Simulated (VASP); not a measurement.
Given:

```xyz
2
Lattice="-2.3577 2.3577 1.3400 2.3577 -2.3577 1.3400 2.3577 2.3577 -1.3400" Properties=species:S:1:pos:R:3 pbc="T T T"
Rh     0.0000     2.3577     0.6700
Rh     0.0000     0.0000     0.0000
```

Method: PBEsol GGA, VASP's PBE PAW potentials (set 64) (plane waves; VASP). Run with 400 eV cut-off, Gaussian smearing of 0.050 eV, potentials Rh_pv.

Task: Give the energies of bands 7 to 18 at the high-symmetry points, in eV from the Fermi level.

Result: 
| band | Γ | X | M | Z | P | N |
|---|---|---|---|---|---|---|
| 7 | -7.43 | -5.03 | -4.99 | -4.44 | -5.17 | -5.35 |
| 8 | -6.11 | -5.03 | -4.99 | -4.40 | -5.17 | -5.30 |
| 9 | -5.17 | -3.87 | -3.83 | -4.40 | -4.61 | -4.25 |
| 10 | -4.13 | -3.87 | -3.83 | -3.50 | -4.61 | -4.13 |
| 11 | -3.65 | -3.23 | -1.40 | -2.82 | -2.27 | -2.42 |
| 12 | -1.10 | -3.23 | -1.40 | -2.19 | -2.27 | -1.91 |
| 13 | -1.10 | -1.21 | -0.80 | -1.62 | -0.18 | -0.90 |
| 14 | -1.02 | -1.21 | -0.80 | -1.62 | -0.18 | -0.63 |
| 15 | -1.02 | -0.02 | -0.68 | -0.26 | 0.69 | 0.45 |
| 16 | 1.01 | -0.02 | -0.68 | -0.21 | 0.69 | 0.56 |
| 17 | 2.05 | 0.55 | 0.19 | 6.25 | 4.85 | 2.70 |
| 18 | 6.90 | 0.55 | 0.19 | 6.25 | 4.85 | 6.24 |

It has no gap at this level: it comes out as a metal or semimetal.

The structure was generated: Rh was put into the beta-Sn type (I4_1/amd), which need not be its known phase. It was relaxed first.
